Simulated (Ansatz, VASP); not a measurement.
**Cross-check of Au (Gold) between VASP and Ansatz**

Wanted: the spread between two codes on one cell, functional and k mesh. The cell is taken from a series of runs on this material, whose earlier steps may have relaxed, scaled, displaced or heated it; both programs get it as it stands.

Method: plane waves, with VASP 6.6.1 beside it; elastic constants at LDA, in Ansatz 0.2.0.

## 1. The starting structure

Symmetry: Fm-3m, No. 225, cubic system. Conventional cell: a = 4.058 Å, b = 4.058 Å, c = 4.058 Å, α = 90.00°, β = 90.00°, γ = 90.00°. Au has 12 Au at 2.87 Å nearest.

## 2. VASP: elastic constants, LDA

Elastic constants are differences of stresses under small strains, so they test the stress and the mesh.

Lines of VASP's logs that name or quote its potential files are left out, and so is its time.

INCAR reads:

```
SYSTEM = Au
PREC = Accurate
ENCUT = 500
EDIFF = 1E-08
NELM = 120
ISMEAR = 0
SIGMA = 0.1
LREAL = .FALSE.
ALGO = Normal
GGA = CA
NBANDS = 11
LASPH = .TRUE.
LORBIT = 11
LWAVE = .FALSE.
LCHARG = .FALSE.
ISIF = 3
IBRION = 6
NFREE = 2
POTIM = 0.015
NSW = 1
GGA_COMPAT = .FALSE.
```

POSCAR reads:

```
Au
1.0
    0.0000000000      2.0287581029      2.0287581029
    2.0287581029      0.0000000000      2.0287581029
    2.0287581029      2.0287581029      0.0000000000
Au
1
Direct
    0.0000000000      0.0000000000      0.0000000000
```

KPOINTS reads:

```
Automatic mesh
0
Gamma
10 10 10
0 0 0
```

The projector-augmented-wave data sets are Au (LDA family, release 64).

Command:

```sh
> mpirun -np 1 vasp_std
```

Numbers of over 12 decimals in the logs are rounded to 6 here.

The program printed:

```text
[banner, memory and clock lines left out]
running    1 mpi-ranks, on    1 nodes
 distrk:  each k-point on    1 cores,    1 groups
 distr:  one band on    1 cores,    1 groups

 POSCAR found type information on POSCAR Au
 POSCAR found :  1 types and       1 ions
 LDA part: xc-table for (Slater(with rela. corr.)+CA(PZ))
 , standard interpolation
 POSCAR, INCAR and KPOINTS ok, starting setup
 FFT: planning ... GRIDC
 FFT: planning ... GRID_SOFT
 FFT: planning ... GRID
 WAVECAR not read
 entering main loop
       N       E                     dE             d eps       ncg     rms          rms(c)
DAV:   1     0.487753344729E+02    0.48775E+02   -0.55878E+03  1050   0.864E+02
DAV:   2    -0.413251637631E+01   -0.52908E+02   -0.50284E+02  1181   0.193E+02
DAV:   3    -0.475005388032E+01   -0.61754E+00   -0.61671E+00  1151   0.210E+01
DAV:   4    -0.475207444895E+01   -0.20206E-02   -0.20205E-02  1160   0.138E+00
DAV:   5    -0.475208827073E+01   -0.13822E-04   -0.13821E-04  1187   0.110E-01    0.103E+01
DAV:   6    -0.444902659417E+01    0.30306E+00   -0.86504E-01  1091   0.786E+00    0.636E+00
DAV:   7    -0.442634600011E+01    0.22681E-01   -0.66655E-02  1157   0.212E+00    0.297E+00
DAV:   8    -0.442290393412E+01    0.34421E-02   -0.20208E-03  1115   0.486E-01    0.254E-01
DAV:   9    -0.442290166256E+01    0.22716E-05   -0.91533E-06  1154   0.311E-02    0.118E-02
DAV:  10    -0.442290233699E+01   -0.67443E-06   -0.88866E-07  1156   0.753E-03    0.728E-04
DAV:  11    -0.442290233852E+01   -0.15324E-08   -0.29505E-08  1196   0.151E-03
   1 F= -.44229023E+01 E0= -.44216885E+01  d E =-.242765E-02
[... from here on, the cycles between the ionic steps are left out ...]
   2 F= -.44200447E+01 E0= -.44185845E+01  d E =-.292041E-02
   3 F= -.44211360E+01 E0= -.44195145E+01  d E =-.324308E-02
   6 F= -.44200447E+01 E0= -.44185845E+01  d E =-.292039E-02
   7 F= -.44211360E+01 E0= -.44195145E+01  d E =-.324308E-02
   8 F= -.44227800E+01 E0= -.44213124E+01  d E =-.293516E-02
   9 F= -.44227800E+01 E0= -.44213123E+01  d E =-.293540E-02
  10 F= -.44227800E+01 E0= -.44213124E+01  d E =-.293511E-02
  11 F= -.44227800E+01 E0= -.44213124E+01  d E =-.293523E-02
  12 F= -.44227800E+01 E0= -.44213124E+01  d E =-.293511E-02
  13 F= -.44227800E+01 E0= -.44213124E+01  d E =-.293517E-02
  14 F= -.44229026E+01 E0= -.44216888E+01  d E =-.242767E-02
 Finite differences progress:
  Degree of freedom:   7/  7
  Displacement:        1/  2
  Total:              13/ 14
 bond charge predicted
       N       E                     dE             d eps       ncg     rms          rms(c)
DAV:   1    -0.442002438225E+01    0.28782E-02   -0.52859E+00  1034   0.148E+01    0.868E-02
DAV:   2    -0.442324499283E+01   -0.32206E-02   -0.34829E-02  1112   0.184E+00    0.549E-02
DAV:   3    -0.442290662688E+01    0.33837E-03   -0.10852E-03  1136   0.231E-01    0.986E-03
DAV:   4    -0.442290260181E+01    0.40251E-05   -0.16791E-05  1190   0.311E-02    0.393E-03
DAV:   5    -0.442290246843E+01    0.13338E-06   -0.62240E-07  1160   0.668E-03    0.838E-04
DAV:   6    -0.442290257795E+01   -0.10952E-06   -0.11098E-08   786   0.910E-04    0.499E-05
DAV:   7    -0.442290258501E+01   -0.70627E-08   -0.77125E-10   595   0.262E-04
  15 F= -.44229026E+01 E0= -.44216887E+01  d E =-.242767E-02
 Finite differences progress:
  Degree of freedom:   7/  7
  Displacement:        2/  2
  Total:              14/ 14
```

OUTCAR, selected parts (step 2):

```text
ion  position               nearest neighbor table
   1  0.000  0.000  0.000-

  LATTYP: Found a face centered cubic cell.
 ALAT       =     4.0575162058

 Subroutine GETGRP returns: Found 48 space group operations
 (whereof 48 operations were pure point group operations)

The static configuration has the point symmetry O_h .

 Found     47 irreducible k-points:

   k-points           NKPTS =     47   k-points in BZ     NKDIM =     47   number of bands    NBANDS=     11

   dimension x,y,z NGX =    24 NGY =   24 NGZ =   24
   dimension x,y,z NGXF=    48 NGYF=   48 NGZF=   48

   ENCUT  =  500.0 eV  36.75 Ry    6.06 a.u.   5.23  5.23  5.23*2*pi/ulx,y,z

   NELECT =      11.0000    total number of electrons

 k-points in reciprocal lattice and weights: Automatic mesh
   0.00000000  0.00000000  0.00000000       0.001
   0.10000000  0.00000000  0.00000000       0.008
   0.20000000  0.00000000  0.00000000       0.008
   0.30000000  0.00000000  0.00000000       0.008
   0.40000000  0.00000000  0.00000000       0.008
   0.50000000  0.00000000  0.00000000       0.004
   0.10000000  0.10000000  0.00000000       0.006
   0.20000000  0.10000000  0.00000000       0.024
   0.30000000  0.10000000  0.00000000       0.024
[...]
-0.30000000  0.40000000  0.20000000       0.024
  -0.30000000  0.50000000  0.20000000       0.012

 average (electrostatic) potential at core
       1 -64.0162

 E-fermi :   9.6034

 k-point     1 :       0.0000    0.0000    0.0000
  band No.  band energies     occupation
    ...
      2       4.8133      2.00000
      3       4.8133      2.00000
      4       4.8133      2.00000
      5       6.4091      2.00000
      6       6.4091      2.00000
      7      24.0863      0.00000
      8      28.1600      0.00000
      9      28.1600      0.00000
     10      28.1600      0.00000
     11      33.2542      0.00000

 k-point     2 :       0.1000    0.0000    0.0000
  band No.  band energies     occupation
    ...
      2       4.7022      2.00000
      3       4.9304      2.00000
      4       4.9304      2.00000
      5       6.3603      2.00000
      6       6.3603      2.00000
      7      24.4828      0.00000
      8      26.3095      0.00000
      9      28.5904      0.00000
     10      28.5904      0.00000
     11      33.9106      0.00000

 k-point     3 :       0.2000    0.0000    0.0000
  band No.  band energies     occupation
    ...
      2       4.5591      2.00000
      3       5.1103      2.00000
      4       5.1103      2.00000
      5       6.4014      2.00000
      6       6.4014      2.00000
      7      22.7920      0.00000
      8      25.3266      0.00000
      9      29.5747      0.00000
     10      29.5747      0.00000
     11      31.5903      0.00000

  Total       -0.0434006     -0.0434006     -0.0434006      0.0000000      0.0000000      0.0000000
  in kB       -4.1637546     -4.1637546     -4.1637546      0.0000000      0.0000000      0.0000000
  external PRESSURE =      -4.1637546 kB  Pullay stress =       0.0000000 kB

  energy-cutoff  :      500.00
  volume of cell :       16.70
      direct lattice vectors                 reciprocal lattice vectors
     0.000000000  2.028758103  2.028758103    -0.246456194  0.246456194  0.246456194
     2.028758103  0.000000000  2.028758103     0.246456194 -0.246456194  0.246456194
     2.028758103  2.028758103  0.000000000     0.246456194  0.246456194 -0.246456194

 POSITION                                       TOTAL-FORCE (eV/Angst)
 -----------------------------------------------------------------------------------
     -0.01500      0.00000      0.00000         0.000000      0.000000     -0.000000
 -----------------------------------------------------------------------------------
    total drift:                                0.000004     -0.000000     -0.000000

  FREE ENERGIE OF THE ION-ELECTRON SYSTEM (eV)
  ---------------------------------------------------
  free  energy   TOTEN  =        -4.4229025850 eV

  energy  without entropy=       -4.4204749105  energy(sigma->0) =       -4.42168875

  SYMMETRIZED ELASTIC MODULI (kBar)
 Direction    XX          YY          ZZ          XY          YZ          ZX
 --------------------------------------------------------------------------------
 XX        1942.1901   1823.2481   1823.2481      0.0000     -0.0000     -0.0000
 YY        1823.2481   1942.1901   1823.2481     -0.0000      0.0000      0.0000
 ZZ        1823.2481   1823.2481   1942.1901     -0.0000      0.0000      0.0000
 XY           0.0000     -0.0000     -0.0000     22.3193      0.0000      0.0000
 YZ          -0.0000      0.0000      0.0000      0.0000     22.3193      0.0000
 ZX          -0.0000      0.0000      0.0000      0.0000      0.0000     22.3193
 --------------------------------------------------------------------------------

 Eigenvectors and eigenvalues of the dynamical matrix
 ----------------------------------------------------

   1 f  =    0.000000 THz     0.000000 2PiTHz    0.000000 cm-1     0.000000 meV
             X         Y         Z           dx          dy          dz
      0.000000  0.000000  0.000000     0.976744   -0.214407    0.000000

   2 f  =    0.000000 THz     0.000000 2PiTHz    0.000000 cm-1     0.000000 meV
             X         Y         Z           dx          dy          dz
      0.000000  0.000000  0.000000    -0.214407   -0.976744    0.000000

   3 f  =    0.000000 THz     0.000000 2PiTHz    0.000000 cm-1     0.000000 meV
             X         Y         Z           dx          dy          dz
      0.000000  0.000000  0.000000     0.000000    0.000000    1.000000

 ELASTIC MODULI CONTR FROM IONIC RELAXATION (kBar)
 Direction    XX          YY          ZZ          XY          YZ          ZX
 --------------------------------------------------------------------------------
 XX           0.0000      0.0000      0.0000      0.0000      0.0000      0.0000
 YY           0.0000      0.0000      0.0000      0.0000      0.0000      0.0000
 ZZ           0.0000      0.0000      0.0000      0.0000      0.0000      0.0000
 XY           0.0000      0.0000      0.0000      0.0000      0.0000      0.0000
 YZ           0.0000      0.0000      0.0000      0.0000      0.0000      0.0000
 ZX           0.0000      0.0000      0.0000      0.0000      0.0000      0.0000
 --------------------------------------------------------------------------------

 TOTAL ELASTIC MODULI (kBar)
 Direction    XX          YY          ZZ          XY          YZ          ZX
 --------------------------------------------------------------------------------
 XX        1942.1901   1823.2481   1823.2481      0.0000     -0.0000     -0.0000
 YY        1823.2481   1942.1901   1823.2481     -0.0000      0.0000      0.0000
 ZZ        1823.2481   1823.2481   1942.1901     -0.0000      0.0000      0.0000
 XY           0.0000     -0.0000     -0.0000     22.3193      0.0000      0.0000
 YZ          -0.0000      0.0000      0.0000      0.0000     22.3193      0.0000
 ZX          -0.0000      0.0000      0.0000      0.0000      0.0000     22.3193
 --------------------------------------------------------------------------------

 total charge
# of ion       s       p       d       tot
------------------------------------------
    1        0.549   0.373   8.761   9.684

[... 3 further parts left out ...]
```

CONTCAR:

```
Au
   1.00000000000000
     0.0000000000000000    2.0287581028999999    2.0287581028999999
     2.0287581028999999    0.0000000000000000    2.0287581028999999
     2.0287581028999999    2.0287581028999999    0.0000000000000000
  Au
     1
Direct
     0.0036968429056570   -0.0036968429056570   -0.0036968429056570
```

Levels, forces or a CONTCAR printed for this step are those of its last displaced cell, not of the structure at rest.

[end of part 1 of 2]

[Lines on the potential files, build, host, timing and source positions are cut from VASP's logs without a mark.]

[Logs are printed without paths, hosts, clocks, repeated set-up lines and the standing remarks that a program may print on its own settings, such as how far it seeks lower states.]

[Hosts, paths, dates, database ids (printed as entryN), source tags and the programs' standing remarks are cut or masked in the printed files.]
